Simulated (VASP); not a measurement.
Given:

```yaml
crystal:
  lattice:
    - [0.00000, 1.76425, 1.76425]
    - [1.76425, 0.00000, 1.76425]
    - [1.76425, 1.76425, 0.00000]
  atoms:
    - { symbol: B, position: [0.00000, 0.00000, 0.00000] }
    - { symbol: N, position: [0.25000, 0.25000, 0.25000] }
```

The numbers are results of LDA (Ceperley-Alder, Perdew-Zunger), VASP's LDA PAW potentials (set 64) (plane waves; VASP 6.6.1), not measurements. Settings: 620 eV cut-off, 13×13×13 Γ-centred mesh, Gaussian smearing of 0.050 eV, potentials B N.

Question: Predict the energy per atom (σ→0), pressure.

Answer: 
* **energy per atom (σ→0)**: -9692 meV/atom
* **pressure**: 19.99 GPa

The absolute energy has meaning only against runs of the same code, potentials and settings.

The compound is BN in the zinc blende structure. It was relaxed first under an external pressure of 20 GPa.
